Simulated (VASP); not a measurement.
Level of theory: PBEsol GGA, VASP's PBE PAW potentials (set 64) (plane waves; VASP).

A VASP calculation is set up with these files.

**KPOINTS**
```
K-points
0
G
11 11 11
0 0 0
```

### INCAR
```
ALGO  =  Normal
EDIFF  =  1E-6
EDIFFG  =  -0.01
ENCUT  =  400
GGA  =  PS
IBRION  =  2
ISIF  =  3
ISMEAR  =  1
LASPH  =  .True.
LCHARG  =  .False.
LMAXMIX  =  4
LREAL  =  .False.
LWAVE  =  .False.
NELM  =  100
NSW  =  60
PREC  =  Accurate
SIGMA  =  0.1
SYSTEM  =  In
```

File POSCAR:
```
In
1.0
  1.6817717477   0.9709713536   5.2173184263
 -1.6817717477   0.9709713536   5.2173184263
  0.0000000000  -1.9419427073   5.2173184263
In
2
Direct
  0.2499264897   0.2499264897   0.2499264897
  0.7500735103   0.7500735103   0.7500735103
```

POTCAR, in this order: In_d (PBE.64 set). Program: vasp_std.

Output

OUTCAR:
```
 ion  position               nearest neighbor table
   1  0.250  0.250  0.250-   2 3.25   2 3.25   2 3.25   2 3.25   2 3.25   2 3.25
   2  0.750  0.750  0.750-   1 3.25   1 3.25   1 3.25   1 3.25   1 3.25   1 3.25
  LATTYP: Found a trigonal (rhomboedric) cell.
 ALAT       =     5.5670057609
 COS(alpha) =     0.8174756716
 Subroutine PRICEL returns:
 Original cell was already a primitive cell.
 Subroutine GETGRP returns: Found 12 space group operations
The static configuration has the point symmetry D_3d.
The dynamic configuration has the point symmetry D_3d.
 Subroutine INISYM returns: Found 12 space group operations
 Subroutine IBZKPT returns following result:
 Found    146 irreducible k-points:

 Following reciprocal coordinates:
            Coordinates               Weight
  0.000000  0.000000  0.000000      1.000000
  0.090909  0.000000  0.000000      6.000000
  0.181818  0.000000  0.000000      6.000000
  0.272727  0.000000  0.000000      6.000000
  0.363636  0.000000  0.000000      6.000000
  0.454545  0.000000  0.000000      6.000000
  0.090909  0.090909  0.000000      6.000000
  0.181818  0.090909  0.000000     12.000000
...
```

OSZICAR:
```
       N       E                     dE             d eps       ncg     rms          rms(c)
DAV:   1     0.179811287245E+03    0.17981E+03   -0.11862E+04  4980   0.183E+03
DAV:   2     0.462410273511E+01   -0.17519E+03   -0.17367E+03  4973   0.362E+02
DAV:   3    -0.582097417573E+01   -0.10445E+02   -0.10402E+02  6164   0.113E+02
DAV:   4    -0.604513382594E+01   -0.22416E+00   -0.22400E+00  6085   0.184E+01
DAV:   5    -0.605674382748E+01   -0.11610E-01   -0.11609E-01  7312   0.310E+00    0.345E+00
DAV:   6    -0.598212710385E+01    0.74617E-01   -0.14973E-01  6511   0.723E+00    0.157E+00
DAV:   7    -0.596807973555E+01    0.14047E-01   -0.40129E-02  6481   0.335E+00    0.400E-01
DAV:   8    -0.596676258932E+01    0.13171E-02   -0.19799E-03  5846   0.719E-01    0.285E-02
DAV:   9    -0.596677234999E+01   -0.97607E-05   -0.56640E-05  7428   0.741E-02    0.174E-02
DAV:  10    -0.596677445349E+01   -0.21035E-05   -0.28072E-06  3937   0.265E-02    0.912E-03
DAV:  11    -0.596677515496E+01   -0.70146E-06   -0.13229E-06  3925   0.135E-02
   1 F= -.59667752E+01 E0= -.59667806E+01  d E =-.596678E+01
       N       E                     dE             d eps       ncg     rms          rms(c)
DAV:   1    -0.596753714510E+01   -0.76269E-03   -0.21611E-02  5262   0.247E+00    0.156E-01
DAV:   2    -0.596695689645E+01    0.58025E-03   -0.14640E-03  5711   0.732E-01    0.658E-02
DAV:   3    -0.596683226667E+01    0.12463E-03   -0.32489E-04  6404   0.351E-01    0.218E-02
DAV:   4    -0.596682224585E+01    0.10021E-04   -0.33838E-05  6815   0.706E-02    0.904E-03
DAV:   5    -0.596682104822E+01    0.11976E-05   -0.17163E-06  3811   0.192E-02    0.433E-03
DAV:   6    -0.596682093743E+01    0.11079E-06   -0.75574E-07  2683   0.115E-02
   2 F= -.59668209E+01 E0= -.59668393E+01  d E =-.457825E-04
```

**OUTCAR**
```
------------------------ aborting loop because EDIFF is reached ----------------------------------------
  FORCE on cell =-STRESS in cart. coord.  units (eV):
  Direction    XX          YY          ZZ          XY          YZ          ZX
  --------------------------------------------------------------------------------------
  Total       -0.0152464     -0.0152464      0.0136336     -0.0000000     -0.0000000      0.0000000
  in kB       -0.4772138     -0.4772138      0.4267334     -0.0000000     -0.0000000      0.0000000
  external PRESSURE =      -0.1758981 kB  Pullay stress =       0.0000000 kB
  volume of cell :       51.19
      direct lattice vectors                 reciprocal lattice vectors
     1.681886305  0.971037493  5.223718060     0.297285256  0.171637725  0.063811509
    -1.681886305  0.971037493  5.223718060    -0.297285256  0.171637725  0.063811509
     0.000000000 -1.942074986  5.223718060     0.000000000 -0.343275451  0.063811509
 POSITION                                       TOTAL-FORCE (eV/Angst)
 -----------------------------------------------------------------------------------
      0.00000     -0.00000      3.91694         0.000000     -0.000000      0.004170
      0.00000     -0.00000     11.75421        -0.000000      0.000000     -0.004170
 -----------------------------------------------------------------------------------
    total drift:                               -0.000000      0.000000     -0.000000
  FREE ENERGIE OF THE ION-ELECTRON SYSTEM (eV)
  ---------------------------------------------------
  free  energy   TOTEN  =        -5.9668209374 eV

  energy  without entropy=       -5.9668759176  energy(sigma->0) =       -5.96683926

 reached required accuracy - stopping structural energy minimisation
```
(Selected blocks of OUTCAR.)

CONTCAR:
```
In
   1.00000000000000
     1.6818863045144425    0.9710374930040129    5.2237180604683227
    -1.6818863045144425    0.9710374930040129    5.2237180604683227
     0.0000000000000000   -1.9420749861081550    5.2237180604683457
  In
     2
Direct
     0.2499459720710424    0.2499459720710424    0.2499459720710424
     0.7500540279289576    0.7500540279289576    0.7500540279289576
```

The structure was generated: In was put into the A7 type (R-3m), which need not be its known phase. This run relaxes it. Symmetry was kept, so distortions that lower it aren't found. The start is the result of an earlier pass.
